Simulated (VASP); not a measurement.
# FeSi2 (Linzhiite) with optB86b-vdW + U: from relaxation to properties, part 2 of 2

Wanted: the relaxed cell of FeSi2 (Linzhiite) and its properties. The start is a cell from a database of measured crystal structures.

VASP 6.6.1, plane waves and PAW; the level of theory is named at each step.

Still holding for the runs below: The magnetic order is the lowest of the few collinear ones that converged above; longer or canted patterns were not tried. The cell is doubled for it, so bands and modes from the zone boundary of the chemical cell fold onto Γ and the labels are those of the larger cell.

So far, pressure (GPa): step 2 (magnetic order: ferromagnetic) 12.1; step 4 (magnetic order: antiferromagnetic, q = (1/2, 1/2, 1/2)) 4.80; step 5 (magnetic order: antiferromagnetic, q = (1/2, 1/2, 0)) 5.01; step 7 (full relaxation (optB86b-vdW + U)) 0.0424; step 8 (second relaxation) -0.0451.

## (9) Single point with fields (optB86b-vdW + U)

A single point on the relaxed cell gives a clean self-consistent state, with density, ELF and potential written out.

INCAR reads:

```
SYSTEM = FeSi2
PREC = Accurate
ENCUT = 400
EDIFF = 1E-06
NELM = 100
ISMEAR = 0
SIGMA = 0.05
LREAL = .FALSE.
ALGO = Normal
GGA = MK
AGGAC = 0
LUSE_VDW = .TRUE.
PARAM1 = 0.1234
PARAM2 = 1
LASPH = .TRUE.
NBANDS = 25
ISPIN = 2
MAGMOM = 1.8 -1.8 0 0 0 0
LDAU = .TRUE.
LDAUTYPE = 2
LDAUL = 2 -1
LDAUU = 5 0
LDAUJ = 0 0
LDAUPRINT = 1
LMAXMIX = 4
LORBIT = 11
LWAVE = .FALSE.
LCHARG = .TRUE.
ISIF = 2
LELF = .TRUE.
LVHAR = .TRUE.
```

POSCAR reads:

```
FeSi2
1.0
    5.4941218942      0.0000000000      0.0000000000
    2.7470609472      2.7470609472      0.0000000000
    0.0000000000      0.0000000000      5.2268827890
Fe Si
2 4
Direct
    0.0000000000      0.5000000000      0.0000000000
    0.5000000000      0.5000000000      0.0000000000
    0.0000000000      0.0000000000      0.2755871446
    0.5000000000      0.0000000000      0.2755871446
    0.0000000000      0.0000000000      0.7244128554
    0.5000000000      0.0000000000      0.7244128554
```

KPOINTS reads:

```
Automatic mesh
0
Gamma
8 8 5
0 0 0
```

PAW data sets: Fe and Si (PBE family, release 64).

On the command line:

```sh
$ mpirun -np 8 vasp_std
```

Run time: 64 s. Hardware: 8 MPI ranks of Intel Xeon Platinum 8259CL at 2.50GHz (Skylake/Cascade Lake), shared host; peak memory 1.8 GiB.

With spin, VASP writes an ELF for each channel.

This step gave:

- SCF cycles: 20
- bands: 32
- energy at zero smearing: -21.88 eV
- Fermi energy: 9.539 eV
- pressure: 0.09501 GPa

Valence electrons inside each PAW sphere by angular momentum. Sphere charges, by row:

| atom | s (e) | p (e) | d (e) | tot (e) |
| --- | --- | --- | --- | --- |
| Fe1 | 0.432 | 0.625 | 6.663 | 7.72 |
| Fe2 | 0.432 | 0.625 | 6.663 | 7.72 |
| Si3 | 0.745 | 0.869 | 0 | 1.614 |
| Si4 | 0.745 | 0.869 | 0 | 1.614 |
| Si5 | 0.745 | 0.869 | 0 | 1.614 |
| Si6 | 0.745 | 0.869 | 0 | 1.614 |

Spin density in the bc plane at fractional x = 0.000, with atoms of Fe and Si within 0.2 Å of it.

Ten even steps from '_' (0.0 e/Å³) to '@' (2.8 e/Å³), each cell a mean:
```
__________::**%%++..________
__________..--==::__________
______________..____________
____________________________
____________________________
____________________________
____________________________
____________________________
____________________________
____________________________
____________________________
____________________________
____________________________
____________________________
____________________________
____________::::..__________
__________..++##==..________
__________--##@@**..________
```
Columns run along b (3.9 Å), rows up along c (5.2 Å). Atoms in or near the plane, at fractional coordinates: Fe at (0.50, 0.00), Si at (0.00, 0.28), Si at (0.00, 0.72).

Valence density in the bc plane at fractional x = 0.000, with atoms of Fe and Si within 0.2 Å of it. It is the smooth field of the valence electrons, not physical close to the nuclei.

Ten steps, logarithmic in the rise over the least value, from '_' (-0.1 e/Å³) to '@' (7.9 e/Å³), each cell a mean:
```
------==++##@@@@%%##====----
==========**######++========
============================
::--======--------========--
__::====------------====--::
::--====--------------==--::
======----::::::::------====
======----::::::::::----====
======----::::::::::----====
======----::::::::::----====
======----::::::::------====
----==------::::------====--
__::====--------------==--::
..--======----------======::
--==========================
==========++******++========
----====++##%%@@%%**======--
------==++%%@@@@@@##++==----
```
Columns run along b (3.9 Å), rows up along c (5.2 Å). Atoms in or near the plane, at fractional coordinates: Fe at (0.50, 0.00), Si at (0.00, 0.28), Si at (0.00, 0.72).

ELF of up spins in the bc plane at fractional x = 0.000, with atoms of Fe and Si within 0.2 Å of it. It is the smooth field of the valence electrons, not physical close to the nuclei.

Values, 18 rows by 14 columns, each cell a mean:
```
0.43 0.43 0.39 0.31 0.26 0.09 0.01 0.00 0.02 0.15 0.28 0.33 0.42 0.43
0.51 0.54 0.54 0.43 0.34 0.19 0.06 0.02 0.08 0.25 0.36 0.47 0.56 0.53
0.38 0.50 0.65 0.63 0.44 0.26 0.14 0.10 0.16 0.31 0.50 0.65 0.62 0.46
0.17 0.34 0.62 0.70 0.56 0.33 0.19 0.15 0.21 0.40 0.62 0.70 0.54 0.28
0.07 0.19 0.50 0.66 0.60 0.42 0.29 0.25 0.32 0.48 0.63 0.63 0.39 0.14
0.22 0.28 0.46 0.58 0.53 0.38 0.28 0.25 0.30 0.43 0.56 0.57 0.40 0.25
0.76 0.71 0.64 0.55 0.39 0.24 0.17 0.15 0.18 0.28 0.44 0.58 0.66 0.73
0.92 0.89 0.77 0.55 0.31 0.15 0.09 0.08 0.10 0.19 0.37 0.62 0.82 0.90
0.95 0.92 0.81 0.56 0.27 0.10 0.06 0.05 0.06 0.14 0.34 0.64 0.86 0.93
0.94 0.91 0.79 0.56 0.28 0.12 0.07 0.06 0.08 0.16 0.35 0.64 0.85 0.92
0.83 0.78 0.68 0.55 0.37 0.21 0.15 0.13 0.16 0.26 0.42 0.59 0.72 0.79
0.42 0.43 0.51 0.56 0.47 0.33 0.24 0.21 0.26 0.37 0.51 0.56 0.48 0.43
0.07 0.18 0.47 0.64 0.59 0.42 0.30 0.26 0.32 0.48 0.62 0.61 0.37 0.14
0.11 0.26 0.57 0.70 0.60 0.38 0.23 0.19 0.26 0.45 0.65 0.68 0.48 0.20
0.32 0.46 0.65 0.65 0.47 0.26 0.15 0.11 0.17 0.33 0.53 0.68 0.61 0.41
0.49 0.55 0.61 0.51 0.37 0.23 0.09 0.05 0.12 0.28 0.41 0.55 0.60 0.53
0.46 0.46 0.43 0.33 0.28 0.12 0.02 0.00 0.03 0.18 0.30 0.35 0.45 0.46
0.38 0.37 0.33 0.27 0.22 0.05 0.00 0.00 0.01 0.11 0.24 0.28 0.35 0.37
```
Columns run along b (3.9 Å), rows up along c (5.2 Å). Atoms in or near the plane, at fractional coordinates: Fe at (0.50, 0.00), Si at (0.00, 0.28), Si at (0.00, 0.72).

In this run the pressure is 0.10 GPa, with stress components up to 0.44 GPa and forces up to 0.025 eV/Å, so either the cell is not fully relaxed at these settings or the loop stopped before the stress settled.

## (10) Band structure (optB86b-vdW + U)

The mesh alone shows little of the dispersion and can miss band extrema, so KPOINTS_OPT adds a path through the symmetry points after the self-consistent cycle.

INCAR: that of step 9 with these lines changed.

```diff
@@ -15,5 +15,5 @@
 LASPH = .TRUE.
-NBANDS = 25
+NBANDS = 35
 ISPIN = 2
-MAGMOM = 1.8 -1.8 0 0 0 0
+MAGMOM = 2.147 -2.147 0 0 0 0
 LDAU = .TRUE.
@@ -27,5 +27,3 @@
 LWAVE = .FALSE.
-LCHARG = .TRUE.
-ISIF = 2
-LELF = .TRUE.
-LVHAR = .TRUE.
+LCHARG = .FALSE.
+KPAR = 8
```

POSCAR is that of step 9.

KPOINTS is that of step 9.

KPOINTS_OPT reads:

```
Line mode
16
Line-mode
Reciprocal
  0.00000000   0.00000000   0.00000000 GAMMA
  0.50000000   0.00000000   0.00000000 X

  0.50000000   0.00000000   0.00000000 X
  0.00000000  -0.50000000   0.00000000 M

  0.00000000  -0.50000000   0.00000000 M
  0.00000000   0.00000000   0.00000000 GAMMA

  0.00000000   0.00000000   0.00000000 GAMMA
  0.00000000   0.00000000   0.50000000 Z

  0.00000000   0.00000000   0.50000000 Z
  0.50000000   0.00000000   0.50000000 R

  0.50000000   0.00000000   0.50000000 R
  0.00000000  -0.50000000   0.50000000 A

  0.00000000  -0.50000000   0.50000000 A
  0.00000000   0.00000000   0.50000000 Z

  0.50000000   0.00000000   0.00000000 X
  0.50000000   0.00000000   0.50000000 R

  0.00000000  -0.50000000   0.00000000 M
  0.00000000  -0.50000000   0.50000000 A
```

On the command line:

```sh
$ mpirun -np 8 vasp_std
```

The job ended after 3.1 min (8 MPI ranks; peak memory 4.2 GiB).

This step gave:

- SCF cycles: 19
- bands: 35
- pressure: 0.08864 GPa

Both spin channels agree. Electronic bands along the path, in eV, zero at the Fermi level; # counts the bands kept:

| point | #12 | #13 | #14 | #15 | #16 | #17 | #18 | #19 |
| --- | --- | --- | --- | --- | --- | --- | --- | --- |
| Γ | -2.47 | -2.25 | -0.68 | -0.55 | 1.59 | 2.52 | 2.52 | 2.65 |
| 0.47 of the way | -2.70 | -2.70 | -0.31 | -0.04 | 0.38 | 1.11 | 1.35 | 2.45 |
| X | -2.98 | -2.90 | -1.28 | -0.67 | -0.65 | 0.44 | 1.85 | 2.56 |
| 0.47 of the way | -3.37 | -2.80 | -2.53 | -1.30 | 0.64 | 1.16 | 1.20 | 1.56 |
| M | -3.93 | -2.74 | -2.74 | -2.70 | -0.23 | 0.67 | 0.67 | 0.77 |
| 0.47 of the way | -2.79 | -2.77 | -2.24 | -0.74 | 0.55 | 0.63 | 1.30 | 2.22 |
| Γ | -2.47 | -2.25 | -0.68 | -0.55 | 1.59 | 2.52 | 2.52 | 2.65 |
| 0.47 of the way | -2.56 | -2.32 | -0.70 | 0.36 | 0.79 | 0.79 | 1.62 | 1.69 |
| Z | -2.76 | -2.35 | -1.64 | -0.12 | -0.12 | 1.01 | 1.33 | 1.64 |
| 0.53 of the way | -2.81 | -1.75 | -1.11 | -0.96 | 0.03 | 0.95 | 1.69 | 2.53 |
| R | -2.17 | -1.09 | -0.73 | -0.72 | 0.15 | 0.32 | 1.35 | 1.75 |
| 0.53 of the way | -3.30 | -2.28 | -2.20 | -1.77 | 0.42 | 1.92 | 2.30 | 2.60 |
| A | -3.32 | -2.69 | -1.94 | -1.94 | 1.21 | 2.01 | 2.02 | 2.45 |
| 0.47 of the way | -2.56 | -2.07 | -2.00 | -1.89 | 0.13 | 1.49 | 2.34 | 2.42 |
| Z | -2.76 | -2.35 | -1.64 | -0.12 | -0.12 | 1.01 | 1.33 | 1.64 |
| jump to X | -2.98 | -2.90 | -1.28 | -0.67 | -0.65 | 0.44 | 1.85 | 2.56 |
| 0.47 of the way | -2.61 | -2.26 | -0.80 | -0.76 | -0.63 | 0.82 | 1.11 | 2.17 |
| R | -2.17 | -1.09 | -0.73 | -0.72 | 0.15 | 0.32 | 1.35 | 1.75 |
| jump to M | -3.93 | -2.74 | -2.74 | -2.70 | -0.23 | 0.67 | 0.67 | 0.77 |
| 0.47 of the way | -3.49 | -2.69 | -2.36 | -2.36 | 1.00 | 1.00 | 1.02 | 1.05 |
| A | -3.32 | -2.69 | -1.94 | -1.94 | 1.21 | 2.01 | 2.02 | 2.45 |

Of the projections kept (Fe, Si), the largest for each band there; the rest of the weight can lie on other orbitals:

| point | #12 | #13 | #14 | #15 | #16 | #17 | #18 | #19 |
| --- | --- | --- | --- | --- | --- | --- | --- | --- |
| Γ | Fe 0.91 | Fe 0.97 | Fe 0.97 | Si 1.00 | Fe 1.00 | Fe 0.64 | Fe 0.64 | Fe 0.99 |
| X | Fe 0.88 | Fe 0.53 | Fe 0.51 | Fe 0.92 | Fe 0.85 | Fe 0.56 | Fe 0.88 | Fe 0.84 |
| M | Si 0.67 | Fe 0.92 | Fe 0.92 | Fe 0.96 | Fe 0.96 | Fe 0.79 | Fe 0.79 | Fe 1.00 |
| Γ | Fe 0.91 | Fe 0.97 | Fe 0.97 | Si 1.00 | Fe 1.00 | Fe 0.64 | Fe 0.64 | Fe 0.99 |
| Z | Si 0.73 | Fe 0.98 | Fe 0.84 | Fe 0.83 | Fe 0.83 | Fe 1.00 | Fe 0.63 | Fe 1.00 |
| R | Fe 0.68 | Si 0.66 | Si 0.53 | Fe 0.92 | Fe 0.57 | Fe 0.51 | Fe 0.75 | Fe 0.62 |

There is no gap at this level.

Of the bands kept, 2 cross the Fermi level on this path.

## (11) Density of states (optB86b-vdW + U)

A density of states needs more k-points than a total energy; ISMEAR = -5 takes tetrahedra, and LORBIT projects the states on the PAW spheres. The mesh is finer than in the run before.

INCAR: that of step 10 with these lines changed.

```diff
@@ -5,3 +5,3 @@
 NELM = 100
-ISMEAR = 0
+ISMEAR = -5
 SIGMA = 0.05
@@ -29 +29,2 @@
 KPAR = 8
+NEDOS = 2001
```

POSCAR is that of step 10.

KPOINTS reads:

```
Automatic mesh
0
Gamma
12 12 7
0 0 0
```

On the command line:

```sh
$ mpirun -np 8 vasp_std
```

Wall time 3.4 min (8 MPI ranks); peak memory 5.3 GiB.

With tetrahedra the forces and stress of a metal are not exact derivatives of the energy.

Numbers from this step:

| Quantity | Value |
| --- | --- |
| SCF cycles | 20 |
| irreducible k-points | 112 |
| free energy (TOTEN) | -21.88 eV |
| Fermi energy | 9.520 eV |
| pressure | -0.1368 GPa |
| DOS at the Fermi level | 1.318 states/eV/cell |

The density of states has structure finer than the step of the table below, so its rows give means over 1 eV, whole bins alone (the curve runs from -12.0 to 3.22 eV). Peaks (eV: height): total -5.4: 7.57, -5.2: 8.05, -3.4: 6.41, -2.7: 8.47; Fe d -5.2: 4.91, -4.3: 3.81, -3.4: 3.00, -2.7: 5.90; Si p -5.4: 0.867, -5.2: 0.859, -3.4: 0.981, 3.1: 0.945; Si s -9.7: 0.595, -8.8: 0.598, 0.9: 0.476, 1.6: 0.518; Fe p -5.2: 0.214, -3.4: 0.307, -2.9: 0.221, 0.9: 0.142.

States under -12.0 eV and over 3.2 eV are left out; both spin channels agree and are summed. Table of density of states by energy, zero at the Fermi level; means over each step; values in states/eV/cell:

| energy (eV) | total | Fe d | Si p | Si s | Fe p | Fe s |
| --- | --- | --- | --- | --- | --- | --- |
| -11 | 1.18 | 0.0239 | 0.0527 | 0.393 | 0.0557 | 0.0906 |
| -10 | 1.56 | 0.0706 | 0.0716 | 0.541 | 0.0938 | 0.0742 |
| -9 | 1.75 | 0.206 | 0.101 | 0.559 | 0.112 | 0.0510 |
| -8 | 1.50 | 0.346 | 0.118 | 0.386 | 0.0639 | 0.0354 |
| -7 | 1.48 | 0.388 | 0.221 | 0.152 | 0.0419 | 0.0937 |
| -6 | 3.09 | 1.29 | 0.474 | 0.0706 | 0.103 | 0.0997 |
| -5 | 5.09 | 2.89 | 0.597 | 0.0893 | 0.131 | 0.0828 |
| -4 | 4.35 | 2.33 | 0.554 | 0.0951 | 0.172 | 0.0826 |
| -3 | 5.25 | 2.91 | 0.673 | 0.0999 | 0.218 | 0.0516 |
| -2 | 3.08 | 1.83 | 0.330 | 0.0603 | 0.107 | 0.0197 |
| -1 | 1.81 | 0.818 | 0.200 | 0.0340 | 0.0942 | 0.0155 |
| 0 | 1.65 | 0.711 | 0.167 | 0.110 | 0.0583 | 0.0348 |
| 1 | 3.62 | 1.68 | 0.335 | 0.322 | 0.0976 | 0.0589 |
| 2 | 3.38 | 1.36 | 0.425 | 0.287 | 0.0886 | 0.0513 |

The finer mesh and the other smearing move the Fermi level by -0.02 eV from the 8×8×5 run, a small shift, which tests the Fermi level alone. Of the states within 0.3 eV of the Fermi level, the largest shares in the PAW spheres are Fe d 41 %, Si p 11 % and Si s 8 %. The rest lies in smaller channels or between the spheres.

## (12) Optical spectrum (optB86b-vdW + U)

LOPTICS sums transitions from filled to empty bands. NBANDS is raised for it.

INCAR: that of step 11 with these lines changed.

```diff
@@ -5,3 +5,3 @@
 NELM = 100
-ISMEAR = -5
+ISMEAR = 0
 SIGMA = 0.05
@@ -15,3 +15,3 @@
 LASPH = .TRUE.
-NBANDS = 35
+NBANDS = 64
 ISPIN = 2
@@ -29,2 +29,4 @@
 KPAR = 8
-NEDOS = 2001
+LOPTICS = .TRUE.
+NEDOS = 1500
+CSHIFT = 0.1
```

POSCAR is that of step 11.

KPOINTS is that of step 11.

On the command line:

```sh
$ mpirun -np 8 vasp_std
```

Run time: 3.9 min. Hardware: 8 MPI ranks; peak memory 8.6 GiB.

These are independent-particle spectra without excitons or local fields, and fine structure depends on the mesh and on CSHIFT. The intraband (Drude) part is not in this spectrum.

This step gave:

- SCF cycles: 19
- bands: 64
- Fermi energy: 9.529 eV
- pressure: -0.2412 GPa

The imaginary dielectric function has structure finer than the step of the table below, so its rows give means over 1 eV, whole bins alone (the curve runs from 0 to 25.0 eV). Peaks (eV: height): xx 0.3: 33.2, 1.2: 53.3; zz 1.5: 29.0, 3.7: 25.1.

Imaginary dielectric function against photon energy; means over each step:

| photon energy (eV) | xx | zz |
| --- | --- | --- |
| 1 | 38.1 | 16.5 |
| 2 | 23.0 | 20.8 |
| 3 | 18.2 | 20.6 |
| 4 | 15.8 | 19.3 |
| 5 | 13.8 | 13.5 |
| 6 | 9.77 | 11.5 |
| 7 | 6.30 | 7.04 |
| 8 | 4.77 | 4.78 |
| 9 | 3.19 | 3.19 |
| 10 | 2.06 | 2.12 |
| 11 | 1.54 | 1.42 |
| 12 | 1.24 | 1.11 |
| 13 | 0.907 | 0.894 |
| 14 | 0.724 | 0.780 |
| 15 | 0.638 | 0.594 |
| 16 | 0.543 | 0.474 |
| 17 | 0.455 | 0.388 |
| 18 | 0.363 | 0.339 |
| 19 | 0.296 | 0.295 |
| 20 | 0.264 | 0.259 |
| 21 | 0.240 | 0.222 |
| 22 | 0.224 | 0.216 |
| 23 | 0.209 | 0.218 |
| 24 | 0.178 | 0.198 |

Real dielectric function against photon energy:

| photon energy (eV) | xx | zz |
| --- | --- | --- |
| 0 | 73.9 | 34.8 |
| 1 | 42.2 | 30.6 |
| 2 | 1.52 | 9.94 |
| 3 | 4.55 | 9.45 |
| 4 | 0.993 | -3.33 |
| 5 | -3.82 | -2.49 |
| 6 | -4.10 | -3.38 |
| 7 | -5.02 | -5.84 |
| 8 | -3.89 | -4.61 |
| 9 | -3.84 | -3.99 |
| 10 | -2.86 | -3.20 |
| 11 | -2.18 | -2.30 |
| 12 | -1.74 | -1.72 |
| 13 | -1.31 | -1.22 |
| 14 | -1.00 | -0.978 |
| 15 | -0.723 | -0.822 |
| 16 | -0.528 | -0.563 |
| 17 | -0.411 | -0.377 |
| 18 | -0.279 | -0.234 |
| 19 | -0.140 | -0.117 |
| 20 | 0.0116 | -0.00768 |
| 21 | 0.0899 | 0.0988 |
| 22 | 0.150 | 0.197 |
| 23 | 0.220 | 0.254 |
| 24 | 0.280 | 0.289 |

## (13) Zone-centre phonons (optB86b-vdW + U)

Zone-centre modes test whether the atoms sit at a minimum within this cell. IBRION = 6 takes the force constants from differences of forces between displaced cells, so the forces must be tight.

INCAR: that of step 12 with these lines changed.

```diff
@@ -3,6 +3,6 @@
 ENCUT = 400
-EDIFF = 1E-06
+EDIFF = 1E-08
 NELM = 100
-ISMEAR = 0
-SIGMA = 0.05
+ISMEAR = 1
+SIGMA = 0.2
 LREAL = .FALSE.
@@ -15,3 +15,3 @@
 LASPH = .TRUE.
-NBANDS = 64
+NBANDS = 25
 ISPIN = 2
@@ -29,4 +29,6 @@
 KPAR = 8
-LOPTICS = .TRUE.
-NEDOS = 1500
-CSHIFT = 0.1
+IBRION = 6
+NFREE = 2
+POTIM = 0.015
+ISIF = 2
+NSW = 1
```

POSCAR is that of step 12.

KPOINTS reads:

```
Automatic mesh
0
Gamma
11 11 6
0 0 0
```

On the command line:

```sh
$ mpirun -np 8 vasp_std
```

Elapsed: 20 min, on 8 MPI ranks; peak memory 7 GiB.

The last energy, forces, stress and levels in OUTCAR belong to the last displaced cell, not to the cell of POSCAR. A U on the itinerant d states of such a compound is hard to justify; it moves the bands at the Fermi level.

This step gave:

- bands: 25
- irreducible k-points: 84
- pressure of the cell: -0.2519 GPa
- largest force of the cell: 0.008276 eV/Å

The modes at Γ (shares of kinetic energy by element, %):

| mode | frequency (cm⁻¹) | Fe % | Si % |
| --- | --- | --- | --- |
| 1 | -0.1 | 50 | 50 |
| 2 | -0.1 | 50 | 50 |
| 3 | 0.0 | 50 | 50 |
| 4 | 169.8 | 100 | 0 |
| 5 | 207.3 | 0 | 100 |
| 6 | 207.3 | 0 | 100 |
| 7 | 225.2 | 38 | 62 |
| 8 | 225.2 | 38 | 62 |
| 9 | 244.5 | 0 | 100 |
| 10 | 244.5 | 0 | 100 |
| 11 | 252.5 | 50 | 50 |
| 12 | 252.5 | 50 | 50 |
| 13 | 269.8 | 0 | 100 |
| 14 | 311.7 | 50 | 50 |
| 15 | 350.5 | 62 | 38 |
| 16 | 350.5 | 62 | 38 |
| 17 | 458.9 | 0 | 100 |
| 18 | 469.0 | 0 | 100 |

Displacements in mode 4 (169.8 cm⁻¹), the largest set to 1:
```
Fe1  0.00  0.00 -1.00
Fe2  0.00  0.00  1.00
Si3  0.00  0.00  0.00
Si4  0.00  0.00  0.00
Si5  0.00  0.00  0.00
Si6  0.00  0.00  0.00
```

Displacements in mode 12 (252.5 cm⁻¹), the largest set to 1:
```
Fe1  0.41  1.00  0.00
Fe2  0.41  1.00  0.00
Si3 -0.41 -0.99  0.00
Si4 -0.41 -0.99  0.00
Si5 -0.41 -0.99  0.00
Si6 -0.41 -0.99  0.00
```

The three acoustic modes lie within 0.1 cm⁻¹ of zero, and all others are real.

## (14) Ionic relaxation at fixed cell (optB86b-vdW + U), changed input

With the cell held (ISIF = 2), the atoms move to where the forces vanish. Some settings are moved from the usual, to see what they do.

INCAR: that of step 13 with these lines changed.

```diff
@@ -3,6 +3,6 @@
 ENCUT = 400
-EDIFF = 1E-08
+EDIFF = 1E-06
 NELM = 100
-ISMEAR = 1
-SIGMA = 0.2
+ISMEAR = 0
+SIGMA = 0.05
 LREAL = .FALSE.
@@ -29,6 +29,6 @@
 KPAR = 8
-IBRION = 6
-NFREE = 2
-POTIM = 0.015
+IBRION = 1
+NSW = 60
 ISIF = 2
-NSW = 1
+EDIFFG = -0.01
+POTIM = 0.2
```

POSCAR is that of step 13.

KPOINTS reads:

```
Automatic mesh
0
Gamma
8 8 5
0 0 0
```

On the command line:

```sh
$ mpirun -np 8 vasp_std
```

Wall time 3 min (8 MPI ranks); peak memory 4.1 GiB.

Hardly anything moved in the relaxation; the energy changed by under 0.2 meV an atom.

Numbers from this step:

- irreducible k-points: 45
- free energy (TOTEN): -21.89 eV
- Fermi energy: 9.540 eV
- pressure: 0.1162 GPa
- SCF cycles over all ionic steps: 25

It ends with forces under 0.001 eV/Å.

## (15) What came out

| Quantity | Value |
| --- | --- |
| relaxed volume | 13.15 Å³/atom |
| relaxed conventional cell a, b, c | 2.747, 2.747, 5.227 Å |
| space group after relaxing, within 0.02 Å | P4/mmm (No. 123) |
| moment of the cell (12×12×7 mesh) | 0 μB |
| largest site moment (12×12×7 mesh) | 2.14 μB on Fe1 |
| band gap | none, a metal |
| DOS at the Fermi level, cell of 6 atoms | 1.32 states/eV/cell |
| highest zone-centre mode | 469 cm⁻¹ |

What this shows: With optB86b-vdW + U, FeSi2 (Linzhiite) relaxes to 13.15 Å³/atom in space group P4/mmm, comes out as a metal and keeps moments of up to 2.14 μB (12×12×7 mesh). Against the listed cell the volume lies +5.4 % (a +1.9 %, c +1.6 %). Band structure (optB86b-vdW + U): Of the bands kept, 2 cross the Fermi level on this path. Zone-centre phonons (optB86b-vdW + U): The highest mode in this list at Γ, 469.0 cm⁻¹, is mostly motion of Si (100 % of the kinetic energy). Only a few collinear orders were tried, on the cell as listed. Modes at Γ alone can't show that the crystal is stable at other wave vectors. In such a metal, moments, volume and the states at the Fermi level hinge on the chosen U. No search among competing phases was made, and a listed structure need not be the one stable at ambient conditions. All values are for a static lattice at zero temperature.

[Lines on the potential files, build, host, timing and source positions are cut from VASP's logs without a mark.]

[Logs are printed without paths, hosts, clocks, repeated set-up lines and the standing remarks that a program may print on its own settings, such as how far it seeks lower states.]

[Hosts, paths, dates, database ids (printed as entryN), source tags and the programs' standing remarks are cut or masked in the printed files.]

[A measured line is paired with the nearest computed mode of its activity, which favours agreement.]
